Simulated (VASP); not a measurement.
An input for Ansatz (written as the equivalent of a VASP run, and not itself run):

Ansatz 0.2 input:
```yaml
crystal:
  lattice:
    - [0.0000000, 2.6931040, 2.6931040]
    - [2.6931040, 0.0000000, 2.6931040]
    - [2.6931040, 2.6931040, 0.0000000]
  atoms:
    - { symbol: Al, position: [0.0000000, 0.0000000, 0.0000000] }
    - { symbol: P, position: [0.2500000, 0.2500000, 0.2500000] }
kpoints:
  mp_grid: { grid: [4, 4, 4] }
hamiltonian:
  xc: pbe
  pseudopotentials: { kind: paw }
scf:
  occupations: { method: gaussian, width: 0.01 }
  max_iter: 100
output: { forces: true, stress: true, eigenvalues: true }
```

Problem. Write the VASP files for the same calculation (PBE).

Solution. One answer among several that fit: 
### POSCAR
```
AlP
1
    0.0000000000     2.6931040000     2.6931040000
    2.6931040000     0.0000000000     2.6931040000
    2.6931040000     2.6931040000     0.0000000000
Al P
1 1
Direct
  0.0000000000   0.0000000000   0.0000000000
  0.2500000000   0.2500000000   0.2500000000
```

**INCAR**
```
# general
SYSTEM  =  AlP
PREC    =  Normal
ENCUT   =  350
LREAL   =  .FALSE.
LASPH   =  .TRUE.

# electronic loop
EDIFF   =  1E-8
NELM    =  100
ALGO    =  Normal

# smearing
ISMEAR  =  0
SIGMA   =  0.01

# functional
GGA     =  PE

# output
LWAVE   =  .TRUE.
LCHARG  =  .FALSE.
```

File KPOINTS:
```
Automatic mesh
0
Gamma
  4 4 4
```

POTCAR, in this order: Al_GW P_GW (PBE.64 set). Program: vasp_std.

What does not carry over: each code has its own PAW files, so the cut-off isn't converted (ENCUT is set for VASP's; basis.ecutwfc is left out, and Ansatz then takes the one that its files recommend); Ansatz stops its SCF on the density residual and VASP on the energy change (EDIFF).

The compound is AlP in the zinc blende structure. This cell is one point of a volume scan, at 0.96 of the reference volume. The k-mesh is coarse (spacing up to 0.51 per Å, 2π included), so the numbers may not be converged in it.
